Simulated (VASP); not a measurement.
OSZICAR of a VASP run on KBr (rock salt):

### OSZICAR
```
       N       E                     dE             d eps       ncg     rms          rms(c)
DAV:   1     0.101198249029E+03    0.10120E+03   -0.69980E+03   384   0.117E+03
DAV:   2     0.391253725397E+00   -0.10081E+03   -0.93357E+02   488   0.260E+02
DAV:   3    -0.617034569418E+01   -0.65616E+01   -0.65194E+01   496   0.619E+01
DAV:   4    -0.646257129638E+01   -0.29223E+00   -0.29169E+00   704   0.108E+01
DAV:   5    -0.646344845185E+01   -0.87716E-03   -0.87713E-03   488   0.652E-01    0.300E+00
DAV:   6    -0.628359194640E+01    0.17986E+00   -0.29120E-01   464   0.277E+00    0.217E+00
DAV:   7    -0.627120726938E+01    0.12385E-01   -0.13602E-01   476   0.215E+00    0.999E-01
DAV:   8    -0.628138521256E+01   -0.10178E-01   -0.16767E-02   520   0.107E+00    0.134E-01
DAV:   9    -0.628212983189E+01   -0.74462E-03   -0.82189E-04   496   0.195E-01    0.835E-02
DAV:  10    -0.628266005956E+01   -0.53023E-03   -0.62766E-04   444   0.178E-01    0.166E-02
DAV:  11    -0.628266558060E+01   -0.55210E-05   -0.21862E-05   524   0.298E-02    0.547E-03
DAV:  12    -0.628266911447E+01   -0.35339E-05   -0.41457E-06   424   0.172E-02    0.482E-03
DAV:  13    -0.628266933464E+01   -0.22017E-06   -0.49976E-07   372   0.443E-03
   1 F= -.62826693E+01 E0= -.62826693E+01  d E =-.628267E+01
```

Question: Which electronic solver shows in the log?

Answer: It is blocked Davidson (ALGO = Normal, or the opening steps of other solvers). The INCAR had ALGO = Normal.

Question: Can the final energy be trusted as converged?

Answer: The calculation finished and met its thresholds. It stopped with EDIFF = 1E-6, NELM = 100, NSW = 60 and EDIFFG = -0.01 after 1 ionic step (PW91 GGA, plane waves, VASP's PBE PAW potentials (set 64)).

The compound is KBr in the rock salt structure. It was relaxed first. The start is the result of an earlier pass.
